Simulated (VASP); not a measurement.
# TaW7S16 (a cell with a defect) (Tungstenite) in VASP: notebook, part 2 of 2

VASP 6.6.1.

## Step 3: Single point, PBE

This run's cell holds other atoms than the first one's.

Input file INCAR:

```
PREC = Accurate
ENCUT = 520
EDIFF = 1E-6
ISMEAR = -1
SIGMA = 0.01
LREAL = Auto
LASPH = True
NELM = 100
ALGO = Fast
ISIF = 2
LWAVE = False
LCHARG = True
GGA = PE
LELF = True
LVHAR = True
NBANDS = 122
```

Input file KPOINTS:

```
regular mesh
0
Gamma
  4 4 2
```

Input file POSCAR:

```
W8SeS15
1.0
    6.3600000000      0.0000000000      0.0000000000
   -3.1800000000      5.5079215680      0.0000000000
    0.0000000000      0.0000000000     12.5000000000
W Se S
8 1 15
Direct
    0.1666666667      0.3333333333      0.2492729724
    0.1665274574      0.8332637287      0.2490816142
    0.6667362713      0.3334725426      0.2490816142
    0.6667362713      0.8332637287      0.2490816142
    0.3345236325      0.1654763675      0.7520535243
    0.3345236325      0.6690472651      0.7520535243
    0.8309527349      0.1654763675      0.7520535243
    0.8333333333      0.6666666667      0.7520220368
    0.1666666667      0.3333333333      0.6133212650
    0.1665916598      0.8332958299      0.6266227968
    0.6667041701      0.3334083402      0.6266227968
    0.6667041701      0.8332958299      0.6266227968
    0.3332446555      0.1667553445      0.1236633978
    0.3332446555      0.6664893109      0.1236633978
    0.8335106891      0.1667553445      0.1236633978
    0.8333333333      0.6666666667      0.1235912364
    0.1666666667      0.3333333333      0.8756356828
    0.1662159620      0.8331079810      0.8778419354
    0.6668920190      0.3337840380      0.8778419354
    0.6668920190      0.8331079810      0.8778419354
    0.3335981287      0.1664018713      0.3745452872
    0.3335981287      0.6671962574      0.3745452872
    0.8328037426      0.1664018713      0.3745452872
    0.8333333333      0.6666666667      0.3747311396
```

Potentials or basis: VASP PAW PBE potentials, release 64 (W_sv, Se, S).

Launch:

```
> cat potpaw_PBE.64/W_sv/POTCAR potpaw_PBE.64/Se/POTCAR potpaw_PBE.64/S/POTCAR > POTCAR
> mpirun -np 1 vasp_std > vasp.out
```

OUTCAR:

```text
PREC = Accurate
   ENCUT = 520
   EDIFF = 1E-6
   ISMEAR = -1
   LREAL = Auto
   LASPH = True
   NELM = 100
   ISIF = 2
   GGA = PE

 ion  position               nearest neighbor table
   1  0.167  0.333  0.249-  14 2.42  13 2.42  15 2.42  21 2.42  22 2.42  23 2.42   2 3.18   3 3.18
                             4 3.18   4 3.18   2 3.18   3 3.18
   2  0.167  0.833  0.249-  21 2.41  22 2.41  16 2.41  13 2.41  14 2.41  24 2.42   3 3.18   4 3.18
[... 1211 lines left out ...]
  Total        5.3394881      5.3394881      7.2558609      0.0000000      0.0000000      0.0000000
  in kB       19.5368854     19.5368854     26.5487851      0.0000000      0.0000000      0.0000000
  external PRESSURE =      21.8741853 kB  Pullay stress =       0.0000000 kB

 VOLUME and BASIS-vectors are now :
 -----------------------------------------------------------------------------
  energy-cutoff  :      520.00
  volume of cell :      437.88
      direct lattice vectors                 reciprocal lattice vectors
     6.360000000  0.000000000  0.000000000     0.157232704  0.090778344  0.000000000
    -3.180000000  5.507921568  0.000000000     0.000000000  0.181556688  0.000000000
     0.000000000  0.000000000 12.500000000     0.000000000  0.000000000  0.080000000

 POSITION                                       TOTAL-FORCE (eV/Angst)
 -----------------------------------------------------------------------------------
      0.00000      1.83597      3.11591        -0.000000     -0.000000     -0.000150
     -1.59066      4.58955      3.11352         0.000190      0.000109     -0.002923
      3.18000      1.83674      3.11352        -0.000000     -0.000219     -0.002923
      1.59066      4.58955      3.11352        -0.000190      0.000109     -0.002923
      1.60136      0.91143      9.40067         0.017989     -0.010386      0.015277
     -0.00000      3.68506      9.40067         0.000000      0.020772      0.015277
[... 16 lines left out ...]
      4.76747      0.91653      4.68182         0.000835      0.000482      0.003818
      3.18000      3.67195      4.68414        -0.000000     -0.000000      0.002091
 -----------------------------------------------------------------------------------
    total drift:                                0.000004     -0.000001      0.010725

  FREE ENERGIE OF THE ION-ELECTRON SYSTEM (eV)
  ---------------------------------------------------
  free  energy   TOTEN  =      -188.0514793823 eV

  energy  without entropy=     -188.0514793823  energy(sigma->0) =     -188.05147938
```

It took 7.5 min on 1 thread of Intel Xeon 6975P-C (Granite Rapids), shared host; peak memory 0.64 GiB.

What came out:

- Free energy: -188.0515 eV
- Pressure: 2.2 GPa
- Largest force: 0.045 eV/Å
- Band gap on the k mesh: 1.16 eV, indirect (least direct gap 1.81 eV)

Forces on the atoms (eV/Å):
```
W    0.000  0.000  0.000
W    0.000  0.000 -0.003
W    0.000  0.000 -0.003
W    0.000  0.000 -0.003
W    0.018 -0.010  0.015
W    0.000  0.021  0.015
W   -0.018 -0.010  0.015
W    0.000  0.000  0.008
Se   0.000  0.000 -0.045
S    0.002  0.001 -0.005
S    0.000 -0.002 -0.005
S   -0.002  0.001 -0.005
S    0.001  0.000 -0.005
S    0.000  0.001 -0.005
S   -0.001  0.000 -0.005
S    0.000  0.000 -0.004
S    0.000  0.000  0.013
S    0.001  0.001  0.002
S    0.000 -0.001  0.002
S   -0.001  0.001  0.002
S   -0.001  0.000  0.004
S    0.000 -0.001  0.004
S    0.001  0.000  0.004
S    0.000  0.000  0.002
```

Stress tensor (GPa, compression positive):
```
1.95 0.00 0.00
0.00 1.95 0.00
0.00 0.00 2.65
```

Caveat: spin-orbit coupling is left out, which moves the levels of the heavy elements.
